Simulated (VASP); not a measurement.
These are PBEsol GGA, VASP's PBE PAW potentials (set 64) (plane waves; VASP) values and carry that method's errors.

VASP input:

**POSCAR**
```
Ni3Al(111) slab
1.0
  4.9785043472   0.0000000000   0.0000000000
 -2.4892521736   4.3115114060   0.0000000000
  0.0000000000   0.0000000000  24.9536513088
Al Ni
5 15
direct
  0.3333330000   0.6666670000   0.3371010000
  0.6666670000   0.3333330000   0.4185500000
  0.0000000000   0.0000000000   0.5000000000
  0.3333330000   0.6666670000   0.5814500000
  0.6666670000   0.3333330000   0.6628990000
  0.8333330000   0.1666670000   0.3371010000
  0.8333330000   0.6666670000   0.3371010000
  0.3333330000   0.1666670000   0.3371010000
  0.1666670000   0.8333330000   0.4185500000
  0.1666670000   0.3333330000   0.4185500000
  0.6666670000   0.8333330000   0.4185500000
  0.5000000000   0.5000000000   0.5000000000
  0.5000000000   0.0000000000   0.5000000000
  0.0000000000   0.5000000000   0.5000000000
  0.8333330000   0.1666670000   0.5814500000
  0.8333330000   0.6666670000   0.5814500000
  0.3333330000   0.1666670000   0.5814500000
  0.1666670000   0.8333330000   0.6628990000
  0.1666670000   0.3333330000   0.6628990000
  0.6666670000   0.8333330000   0.6628990000
```

INCAR:
```
SYSTEM = Ni3Al(111) slab
PREC = Normal; ENCUT = 400; LREAL = Auto
LASPH = T
EDIFF = 1E-5; NELM = 100; NELMIN = 4
ALGO = Normal; LMAXMIX = 4
ISMEAR = 1; SIGMA = 0.1
GGA = PS
MAGMOM = 5*0.0 15*0.5
ISPIN = 2
IBRION = 2; NSW = 50; ISIF = 2
EDIFFG = -0.03
LWAVE = T; LCHARG = F; LORBIT = 10
DIPOL = 0.5 0.5 0.5
LDIPOL = T; IDIPOL = 3
```

File KPOINTS:
```
Automatic mesh
0
Gamma
7 7 1
0 0 0
```

POTCAR, in this order: Al Ni (PBE.64 set). Program: vasp_std.

The run wrote:

**OSZICAR**
```
...
DAV:  16    -0.115615421891E+03    0.96830E-06   -0.30870E-07  1959   0.372E-03
   3 F= -.11561542E+03 E0= -.11561707E+03  d E =-.407621E-01  mag=     2.8571
       N       E                     dE             d eps       ncg     rms          rms(c)
DAV:   1    -0.115615760167E+03   -0.33731E-03   -0.48782E-01  3324   0.213E+00    0.100E-01
DAV:   2    -0.115616531662E+03   -0.77149E-03   -0.64277E-03  4861   0.830E-01    0.305E-01
DAV:   3    -0.115616056343E+03    0.47532E-03   -0.22607E-03  3644   0.728E-01    0.711E-02
DAV:   4    -0.115616105920E+03   -0.49577E-04   -0.28563E-04  3658   0.116E-01    0.596E-02
DAV:   5    -0.115616196470E+03   -0.90550E-04   -0.32195E-04  3745   0.297E-01    0.132E-01
DAV:   6    -0.115616102290E+03    0.94180E-04   -0.21964E-04  3776   0.251E-01    0.282E-02
DAV:   7    -0.115616104947E+03   -0.26566E-05   -0.21864E-05  2384   0.431E-02
   4 F= -.11561610E+03 E0= -.11561776E+03  d E =-.414452E-01  mag=     2.8591
       N       E                     dE             d eps       ncg     rms          rms(c)
DAV:   1    -0.115622687180E+03   -0.65849E-02   -0.21996E+00  3331   0.458E+00    0.334E-01
DAV:   2    -0.115650188416E+03   -0.27501E-01   -0.85825E-02  4344   0.463E+00    0.213E+00
DAV:   3    -0.115622680216E+03    0.27508E-01   -0.53890E-02  3957   0.396E+00    0.185E-01
DAV:   4    -0.115623649266E+03   -0.96905E-03   -0.55587E-03  4190   0.429E-01    0.135E-01
DAV:   5    -0.115623761507E+03   -0.11224E-03   -0.11385E-03  3684   0.515E-01    0.167E-01
DAV:   6    -0.115623583493E+03    0.17801E-03   -0.52600E-04  3763   0.390E-01    0.684E-02
DAV:   7    -0.115623502723E+03    0.80769E-04   -0.18224E-04  4874   0.114E-01    0.206E-02
DAV:   8    -0.115623505831E+03   -0.31080E-05   -0.12105E-05  2006   0.327E-02
   5 F= -.11562351E+03 E0= -.11562512E+03  d E =-.740088E-02  mag=     2.8710
       N       E                     dE             d eps       ncg     rms          rms(c)
DAV:   1    -0.115626291238E+03   -0.27885E-02   -0.26288E+00  3296   0.501E+00    0.377E-01
DAV:   2    -0.115661520147E+03   -0.35229E-01   -0.10907E-01  4333   0.525E+00    0.240E+00
DAV:   3    -0.115626267381E+03    0.35253E-01   -0.68979E-02  3988   0.449E+00    0.203E-01
DAV:   4    -0.115627446624E+03   -0.11792E-02   -0.69113E-03  4158   0.469E-01    0.145E-01
DAV:   5    -0.115627543582E+03   -0.96958E-04   -0.12635E-03  3678   0.540E-01    0.182E-01
DAV:   6    -0.115627341494E+03    0.20209E-03   -0.65619E-04  3779   0.438E-01    0.808E-02
DAV:   7    -0.115627260312E+03    0.81183E-04   -0.22515E-04  4936   0.136E-01    0.239E-02
DAV:   8    -0.115627283417E+03   -0.23105E-04   -0.14958E-05  2161   0.361E-02    0.183E-02
DAV:   9    -0.115627330797E+03   -0.47380E-04   -0.96752E-06  1974   0.279E-02    0.140E-02
DAV:  10    -0.115627385410E+03   -0.54613E-04   -0.25185E-06  1974   0.131E-02    0.145E-02
DAV:  11    -0.115627521556E+03   -0.13615E-03   -0.91521E-06  2103   0.341E-02    0.107E-02
DAV:  12    -0.115627596556E+03   -0.75000E-04   -0.18974E-06  1996   0.812E-03    0.131E-02
DAV:  13    -0.115627702566E+03   -0.10601E-03   -0.55400E-06  2175   0.234E-02    0.345E-03
DAV:  14    -0.115627733284E+03   -0.30718E-04   -0.26852E-06  2231   0.627E-03    0.249E-03
DAV:  15    -0.115627730171E+03    0.31125E-05   -0.61493E-07  1949   0.422E-03
   6 F= -.11562773E+03 E0= -.11562928E+03  d E =-.116252E-01  mag=     2.9114
       N       E                     dE             d eps       ncg     rms          rms(c)
DAV:   1    -0.115618109686E+03    0.96236E-02   -0.10525E+01  3296   0.100E+01    0.794E-01
DAV:   2    -0.115772658799E+03   -0.15455E+00   -0.49307E-01  4225   0.110E+01    0.498E+00
DAV:   3    -0.115619423706E+03    0.15324E+00   -0.31509E-01  3986   0.955E+00    0.413E-01
DAV:   4    -0.115623503661E+03   -0.40800E-02   -0.31666E-02  4012   0.104E+00    0.335E-01
DAV:   5    -0.115623925926E+03   -0.42227E-03   -0.56524E-03  3707   0.111E+00    0.358E-01
DAV:   6    -0.115623224422E+03    0.70150E-03   -0.26071E-03  3785   0.892E-01    0.193E-01
DAV:   7    -0.115622701469E+03    0.52295E-03   -0.10927E-03  4900   0.332E-01    0.489E-02
DAV:   8    -0.115622696734E+03    0.47346E-05   -0.86627E-05  3574   0.682E-02
   7 F= -.11562270E+03 E0= -.11562416E+03  d E =-.659179E-02  mag=     2.9362
       N       E                     dE             d eps       ncg     rms          rms(c)
DAV:   1    -0.115625041041E+03   -0.23396E-02   -0.60906E+00  3296   0.764E+00    0.511E-01
DAV:   2    -0.115693272231E+03   -0.68231E-01   -0.21305E-01  4802   0.719E+00    0.346E+00
DAV:   3    -0.115624939969E+03    0.68332E-01   -0.12628E-01  4019   0.588E+00    0.358E-01
DAV:   4    -0.115628379715E+03   -0.34397E-02   -0.16989E-02  4988   0.113E+00    0.396E-01
DAV:   5    -0.115628108272E+03    0.27144E-03   -0.53106E-03  3722   0.109E+00    0.184E-01
DAV:   6    -0.115628060755E+03    0.47517E-04   -0.11028E-03  3918   0.348E-01    0.948E-02
DAV:   7    -0.115628076881E+03   -0.16126E-04   -0.33402E-04  4245   0.122E-01    0.704E-02
DAV:   8    -0.115628024955E+03    0.51926E-04   -0.14709E-04  3611   0.122E-01    0.211E-02
DAV:   9    -0.115628022065E+03    0.28897E-05   -0.13244E-05  1952   0.466E-02
   8 F= -.11562802E+03 E0= -.11562954E+03  d E =-.119171E-01  mag=     2.9313
       N       E                     dE             d eps       ncg     rms          rms(c)
DAV:   1    -0.115629210825E+03   -0.11859E-02   -0.33095E-01  3324   0.182E+00    0.123E-01
DAV:   2    -0.115632781621E+03   -0.35708E-02   -0.11749E-02  4334   0.170E+00    0.769E-01
DAV:   3    -0.115629331382E+03    0.34502E-02   -0.71598E-03  3927   0.145E+00    0.689E-02
DAV:   4    -0.115629543568E+03   -0.21219E-03   -0.10685E-03  4910   0.328E-01    0.116E-01
DAV:   5    -0.115629486646E+03    0.56922E-04   -0.34099E-04  3702   0.278E-01    0.387E-02
DAV:   6    -0.115629477375E+03    0.92708E-05   -0.55781E-05  3328   0.660E-02
   9 F= -.11562948E+03 E0= -.11563099E+03  d E =-.145531E-02  mag=     2.9279
       N       E                     dE             d eps       ncg     rms          rms(c)
DAV:   1    -0.115629546538E+03   -0.59893E-04   -0.11588E-01  3338   0.107E+00    0.641E-02
DAV:   2    -0.115630312018E+03   -0.76548E-03   -0.30832E-03  4253   0.801E-01    0.351E-01
DAV:   3    -0.115629631117E+03    0.68090E-03   -0.17237E-03  3831   0.679E-01    0.422E-02
DAV:   4    -0.115629685522E+03   -0.54405E-04   -0.31538E-04  4900   0.204E-01    0.718E-02
DAV:   5    -0.115629664077E+03    0.21444E-04   -0.11651E-04  3449   0.166E-01    0.240E-02
DAV:   6    -0.115629669376E+03   -0.52984E-05   -0.18466E-05  1956   0.372E-02
  10 F= -.11562967E+03 E0= -.11563118E+03  d E =-.164731E-02  mag=     2.9248
       N       E                     dE             d eps       ncg     rms          rms(c)
DAV:   1    -0.115629683336E+03   -0.19259E-04   -0.41776E-03  3394   0.207E-01    0.230E-02
DAV:   2    -0.115629853144E+03   -0.16981E-03   -0.40751E-04  4148   0.344E-01    0.159E-01
DAV:   3    -0.115629695256E+03    0.15789E-03   -0.25813E-04  3805   0.289E-01    0.110E-02
DAV:   4    -0.115629711008E+03   -0.15751E-04   -0.17337E-05  2000   0.492E-02    0.170E-02
DAV:   5    -0.115629716146E+03   -0.51386E-05   -0.10606E-05  1956   0.428E-02
  11 F= -.11562972E+03 E0= -.11563123E+03  d E =-.169408E-02  mag=     2.9236
       N       E                     dE             d eps       ncg     rms          rms(c)
DAV:   1    -0.115630216570E+03   -0.50556E-03   -0.11212E-01  3296   0.103E+00    0.813E-02
DAV:   2    -0.115631618252E+03   -0.14017E-02   -0.45545E-03  4600   0.109E+00    0.487E-01
DAV:   3    -0.115630191937E+03    0.14263E-02   -0.27021E-03  3935   0.932E-01    0.609E-02
DAV:   4    -0.115630268578E+03   -0.76641E-04   -0.45084E-04  4941   0.229E-01    0.677E-02
DAV:   5    -0.115630250158E+03    0.18420E-04   -0.10800E-04  3463   0.143E-01    0.188E-02
DAV:   6    -0.115630247969E+03    0.21886E-05   -0.19518E-05  1982   0.267E-02
  12 F= -.11563025E+03 E0= -.11563178E+03  d E =-.531823E-03  mag=     2.9191
```

**OUTCAR**
```
------------------------ aborting loop because EDIFF is reached ----------------------------------------
  FORCE on cell =-STRESS in cart. coord.  units (eV):
  Direction    XX          YY          ZZ          XY          YZ          ZX
  --------------------------------------------------------------------------------------
  Total       -6.2606814     -6.2606819     -1.8777593      0.0000000      0.0000000      0.0000000
  in kB      -18.7270621    -18.7270636     -5.6167872      0.0000000      0.0000000      0.0000000
  external PRESSURE =     -14.3569710 kB  Pullay stress =       0.0000000 kB
  volume of cell :      535.63
      direct lattice vectors                 reciprocal lattice vectors
     4.978504347  0.000000000  0.000000000     0.200863539  0.115968614  0.000000000
    -2.489252174  4.311511406  0.000000000     0.000000000  0.231937227  0.000000000
     0.000000000  0.000000000 24.953651309     0.000000000  0.000000000  0.040074296
 POSITION                                       TOTAL-FORCE (eV/Angst)
 -----------------------------------------------------------------------------------
     -0.00000      2.87434      8.38039         0.000000     -0.000000      0.018348
      2.48925      1.43717     10.45372         0.000000     -0.000000     -0.011157
      0.00000      0.00000     12.47683         0.000000     -0.000000      0.000000
     -0.00000      2.87434     14.49994         0.000000     -0.000000      0.011157
      2.48925      1.43717     16.57326         0.000000     -0.000000     -0.018348
      3.73738      0.71656      8.46338         0.014799     -0.008544      0.018044
      2.48925      2.87839      8.46338        -0.000000      0.017088      0.018044
      1.24111      0.71656      8.46338        -0.014799     -0.008544      0.018044
     -1.23924      3.58982     10.44588         0.007692     -0.004441      0.006386
      0.00000      1.44338     10.44588        -0.000000      0.008882      0.006386
      1.23925      3.58982     10.44588        -0.007692     -0.004441      0.006386
      1.24463      2.15576     12.47683         0.000000     -0.000000      0.000000
      2.48925      0.00000     12.47683         0.000000     -0.000000      0.000000
     -1.24463      2.15576     12.47683         0.000000     -0.000000      0.000000
      3.72849      0.72169     14.50777        -0.007692      0.004441     -0.006386
      2.48925      2.86813     14.50777         0.000000     -0.008882     -0.006386
      1.25001      0.72169     14.50777         0.007692      0.004441     -0.006386
     -1.24813      3.59495     16.49027        -0.014799      0.008544     -0.018044
      0.00000      1.43312     16.49027         0.000000     -0.017088     -0.018044
      1.24814      3.59495     16.49027         0.014799      0.008544     -0.018044
 -----------------------------------------------------------------------------------
    total drift:                                0.000000      0.000000      0.000000
  FREE ENERGIE OF THE ION-ELECTRON SYSTEM (eV)
  ---------------------------------------------------
  free  energy   TOTEN  =      -115.6302479694 eV

  energy  without entropy=     -115.6348395976  energy(sigma->0) =     -115.63177851

 total charge

# of ion       s       p       d       tot
------------------------------------------
    1        0.436   0.367   0.000   0.803
    2        0.407   0.410   0.000   0.818
    3        0.408   0.408   0.000   0.816
    4        0.407   0.410   0.000   0.818
    5        0.436   0.367   0.000   0.803
    6        0.499   0.429   8.391   9.318
    7        0.499   0.429   8.391   9.318
    8        0.499   0.429   8.391   9.318
    9        0.511   0.552   8.400   9.463
   10        0.511   0.552   8.400   9.463
   11        0.511   0.552   8.400   9.463
   12        0.511   0.554   8.396   9.461
   13        0.511   0.554   8.396   9.461
   14        0.511   0.554   8.396   9.461
   15        0.511   0.552   8.400   9.463
   16        0.511   0.552   8.400   9.463
   17        0.511   0.552   8.400   9.463
   18        0.499   0.429   8.391   9.318
   19        0.499   0.429   8.391   9.318
   20        0.499   0.429   8.391   9.318
--------------------------------------------------
tot          9.683   9.507 125.931 145.122

 magnetization (x)

# of ion       s       p       d       tot
------------------------------------------
    1       -0.003  -0.008   0.000  -0.011
    2       -0.001  -0.007   0.000  -0.008
    3       -0.002  -0.008   0.000  -0.011
    4       -0.001  -0.007   0.000  -0.008
    5       -0.003  -0.008   0.000  -0.011
    6       -0.002  -0.006   0.176   0.168
    7       -0.002  -0.006   0.176   0.168
    8       -0.002  -0.006   0.176   0.168
    9       -0.003  -0.010   0.250   0.237
   10       -0.003  -0.010   0.250   0.237
   11       -0.003  -0.010   0.250   0.237
   12       -0.004  -0.011   0.250   0.236
   13       -0.004  -0.011   0.250   0.236
   14       -0.004  -0.011   0.250   0.236
   15       -0.003  -0.010   0.250   0.237
   16       -0.003  -0.010   0.250   0.237
   17       -0.003  -0.010   0.250   0.237
   18       -0.002  -0.006   0.176   0.168
   19       -0.002  -0.006   0.176   0.168
   20       -0.002  -0.006   0.176   0.168
--------------------------------------------------
tot         -0.050  -0.172   3.312   3.090

 reached required accuracy - stopping structural energy minimisation
```
(Selected blocks of OUTCAR.)

CONTCAR:
```
Ni3Al(111) slab
   1.00000000000000
     4.9785043472000003    0.0000000000000000    0.0000000000000000
    -2.4892521736000002    4.3115114060000002    0.0000000000000000
     0.0000000000000000    0.0000000000000000   24.9536513088000014
  Al              Ni
     5    15
Direct
     0.3333330000000032    0.6666669999999968    0.3358383584222512
     0.6666669999999968    0.3333330000000032    0.4189252875889329
     0.0000000000000000    0.0000000000000000    0.5000000000000000
     0.3333330000000032    0.6666669999999968    0.5810747124110672
     0.6666669999999968    0.3333330000000032    0.6641616415777489
     0.8338028687214344    0.1661971312785655    0.3391641175206546
     0.8338028687214344    0.6676067374428593    0.3391641175206546
     0.3323932625571407    0.1661971312785655    0.3391641175206546
     0.1673877509867606    0.8326122490132392    0.4186111458659355
     0.1673877509867606    0.3347745019735309    0.4186111458659355
     0.6652254980264689    0.8326122490132392    0.4186111458659355
     0.5000000000000000    0.5000000000000000    0.5000000000000000
     0.5000000000000000    0.0000000000000000    0.5000000000000000
     0.0000000000000000    0.5000000000000000    0.5000000000000000
     0.8326122490132392    0.1673877509867606    0.5813888541340645
     0.8326122490132392    0.6652254980264689    0.5813888541340645
     0.3347745019735309    0.1673877509867606    0.5813888541340645
     0.1661971312785655    0.8338028687214344    0.6608358824793453
     0.1661971312785655    0.3323932625571407    0.6608358824793453
     0.6676067374428593    0.8338028687214344    0.6608358824793453
```

The cell is a thin slab with vacuum, built from Ni3Al (L1_2): (111) face.
